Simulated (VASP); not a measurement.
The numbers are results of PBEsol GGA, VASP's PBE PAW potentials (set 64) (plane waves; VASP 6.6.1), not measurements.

The input files of a VASP run:

**KPOINTS**
```
Automatic mesh
0
Gamma
6 6 10
0 0 0
```

INCAR:
```
! general
SYSTEM =Ta2Ge
PREC   =Accurate
ENCUT  =400   ! plane-wave cut-off (eV)
LREAL  =.FALSE.
LASPH  =.TRUE.

! electronic loop
EDIFF  =1E-7
NELM   =100   ! most electronic steps
ALGO   =Normal
LMAXMIX=6

! smearing
ISMEAR =-5

! functional
GGA    =PS   ! PBEsol

! ions
ISIF   =2   ! forces and stress, cell fixed

! output
LWAVE  =.FALSE.
LCHARG =.TRUE.
LORBIT =11
NEDOS  =601   ! DOS grid

! other
LEFG   =.TRUE.
```

POSCAR:
```
Ta2Ge
1
    7.1566012266    -0.0000000126     0.0000000000
   -3.5783011383     6.1977981924    -0.0000000000
   -0.0000000000     0.0000000000     3.3652851170
Ta Ge
6 3
Direct
  0.2660190445   0.0000000000   1.0000000000
  0.0000000000   0.2660190445   0.0000000000
  0.7339809555   0.7339809555   1.0000000000
  0.5989251914   0.0000000000   0.5000000000
  0.0000000000   0.5989251914   0.5000000000
  0.4010748086   0.4010748086   0.5000000000
  1.0000000000   0.0000000000   0.5000000000
  0.3333330000   0.6666670000   0.0000000000
  0.6666670000   0.3333330000   1.0000000000
```

POTCAR, in this order: Ta_pv Ge_d (PBE.64 set). Program: vasp_std.

What VASP printed:

### OSZICAR
```
       N       E                     dE             d eps       ncg     rms          rms(c)
DAV:   1     0.125997474764E+04    0.12600E+04   -0.46029E+04  7024   0.314E+03
DAV:   2     0.926286745983E+02   -0.11673E+04   -0.11360E+04  5376   0.907E+02
DAV:   3    -0.827414855749E+02   -0.17537E+03   -0.16877E+03  5856   0.205E+02
DAV:   4    -0.969157373090E+02   -0.14174E+02   -0.13876E+02  6800   0.607E+01
DAV:   5    -0.973271500754E+02   -0.41141E+00   -0.40859E+00  6536   0.109E+01    0.367E+01
DAV:   6    -0.933356044251E+02    0.39915E+01   -0.11113E+01  6760   0.158E+01    0.170E+01
DAV:   7    -0.927471371615E+02    0.58847E+00   -0.47383E+00  6624   0.105E+01    0.420E+00
DAV:   8    -0.925557708603E+02    0.19137E+00   -0.10020E+00  6624   0.646E+00    0.116E+00
DAV:   9    -0.925465132424E+02    0.92576E-02   -0.11245E-01  6512   0.163E+00    0.384E-01
DAV:  10    -0.925454407418E+02    0.10725E-02   -0.92210E-03  6792   0.597E-01    0.202E-01
DAV:  11    -0.925452974584E+02    0.14328E-03   -0.92129E-04  7184   0.254E-01    0.622E-02
DAV:  12    -0.925453122225E+02   -0.14764E-04   -0.13809E-04  7304   0.972E-02    0.209E-02
DAV:  13    -0.925453054868E+02    0.67357E-05   -0.19136E-05  6616   0.288E-02    0.763E-03
DAV:  14    -0.925453019992E+02    0.34876E-05   -0.28544E-06  6912   0.991E-03    0.234E-03
DAV:  15    -0.925453033374E+02   -0.13382E-05   -0.32449E-07  4792   0.382E-03    0.462E-04
DAV:  16    -0.925453030665E+02    0.27094E-06   -0.33585E-08  3664   0.122E-03    0.216E-04
DAV:  17    -0.925453031097E+02   -0.43270E-07   -0.88323E-09  3616   0.697E-04
   1 F= -.92545303E+02 E0= -.92545303E+02  d E =0.000000E+00
```

### OUTCAR
```
------------------------ aborting loop because EDIFF is reached ----------------------------------------
  FORCE on cell =-STRESS in cart. coord.  units (eV):
  Direction    XX          YY          ZZ          XY          YZ          ZX
  --------------------------------------------------------------------------------------
  Total       -0.3053834     -0.3053833      0.4671160      0.0000000      0.0000000      0.0000000
  in kB       -3.2778559     -3.2778556      5.0138257      0.0000003      0.0000000      0.0000000
  external PRESSURE =      -0.5139620 kB  Pullay stress =       0.0000000 kB
  volume of cell :      149.27
      direct lattice vectors                 reciprocal lattice vectors
     7.156601227 -0.000000013  0.000000000     0.139731133  0.080673823  0.000000000
    -3.578301138  6.197798192  0.000000000     0.000000000  0.161347622  0.000000000
     0.000000000  0.000000000  3.365285117     0.000000000  0.000000000  0.297151643
 POSITION                                       TOTAL-FORCE (eV/Angst)
 -----------------------------------------------------------------------------------
      1.90379     -0.00000      0.00000         0.013754     -0.000000     -0.000000
     -0.95190      1.64873      0.00000        -0.006877      0.011911     -0.000000
      2.62640      4.54907      0.00000        -0.006877     -0.011911     -0.000000
      4.28627     -0.00000      1.68264         0.006862     -0.000000      0.000000
     -2.14313      3.71202      1.68264        -0.003431      0.005942      0.000000
      1.43517      2.48578      1.68264        -0.003431     -0.005942     -0.000000
      0.00000      0.00000      1.68264         0.000000      0.000000     -0.000000
     -0.00000      4.13187      0.00000         0.000000      0.000000     -0.000000
      3.57830      2.06593      0.00000         0.000000      0.000000     -0.000000
 -----------------------------------------------------------------------------------
    total drift:                               -0.000008     -0.000013      0.000003
  FREE ENERGIE OF THE ION-ELECTRON SYSTEM (eV)
  ---------------------------------------------------
  free  energy   TOTEN  =       -92.5453031097 eV

  energy  without entropy=      -92.5453031097  energy(sigma->0) =      -92.54530311

 total charge

# of ion       s       p       d       tot
------------------------------------------
    1        0.322   6.195   2.459   8.976
    2        0.322   6.195   2.459   8.976
    3        0.322   6.195   2.459   8.976
    4        0.303   6.152   2.356   8.811
    5        0.303   6.152   2.356   8.811
    6        0.303   6.152   2.356   8.811
    7        1.124   1.536  10.150  12.809
    8        1.094   1.424  10.090  12.607
    9        1.094   1.424  10.090  12.607
--------------------------------------------------
tot          5.186  41.422  44.775  91.383

 Electric field gradients after diagonalization (V/A^2)
 (convention: |V_zz| > |V_xx| > |V_yy|)
----------------------------------------------------------------------
 ion       V_xx      V_yy      V_zz     asymmetry (V_yy - V_xx)/ V_zz
----------------------------------------------------------------------
   1     -30.121    -7.790    37.911       0.589
   2     -30.121    -7.790    37.911       0.589
   3     -30.118    -7.788    37.906       0.589
   4    -102.740   -37.070   139.810       0.470
   5    -102.740   -37.070   139.810       0.470
   6    -102.734   -37.070   139.804       0.470
   7      18.951    18.936   -37.887       0.000
   8     -30.952   -30.938    61.890       0.000
   9     -30.952   -30.938    61.890       0.000
```
(Selected blocks of OUTCAR.)

OUTCAR:
```
 val. band max:        7.0875547314   @ k =   0.5000   0.0000   0.2000

 cond. band min:       7.0333594210   @ k =   0.3333   0.3333   0.1000


 Fermi energy:         7.0751544283

 k-point     1 :       0.0000    0.0000    0.0000
  band No.  band energies     occupation
      1     -27.7168      2.00000
      2     -27.5870      2.00000
      3     -27.5869      2.00000
      4     -27.5820      2.00000
      5     -27.5146      2.00000
      6     -27.5145      2.00000
      7     -27.4770      2.00000
      8     -27.4146      2.00000
      9     -27.4145      2.00000
     10     -27.0695      2.00000
     11     -27.0695      2.00000
     12     -26.9653      2.00000
     13     -26.9032      2.00000
     14     -26.8606      2.00000
     15     -26.8605      2.00000
     16     -26.8544      2.00000
     17     -26.8544      2.00000
     18     -26.8053      2.00000
     19     -17.3074      2.00000
     20     -17.3022      2.00000
     21     -17.2855      2.00000
     22     -17.2855      2.00000
     23     -17.2782      2.00000
     24     -17.2782      2.00000
     25     -17.2633      2.00000
     26     -17.2633      2.00000
     27     -17.2539      2.00000
     28     -17.2539      2.00000
     29     -17.0314      2.00000
     30     -17.0314      2.00000
     31     -17.0270      2.00000
     32     -17.0045      2.00000
     33     -17.0045      2.00000
     34      -4.8163      2.00000
     35      -2.8739      2.00000
     36      -2.5683      2.00000
     37       1.2136      2.00000
     38       1.2136      2.00000
     39       1.6687      2.00000
     40       1.6687      2.00000
     41       3.3986      2.00000
     42       3.3986      2.00000
     43       3.6781      2.00000
     44       4.5221      2.00000
     45       4.8276      2.00000
     46       5.1588      2.00000
     47       5.1588      2.00000
     48       5.2242      2.00000
     49       5.3160      2.00000
     50       5.3160      2.00000
     51       6.7148      2.00000
...
```

For a metal the tetrahedron method with Blöchl corrections gives inexact stress and forces. Unless said otherwise, spin-orbit coupling is left out, though it shifts the bands of the heavy elements here.

The structure was generated: Ta2Ge was put into the Fe2P type (P-62m), which need not be its known phase. It was relaxed first, which changed the volume by -13 %.
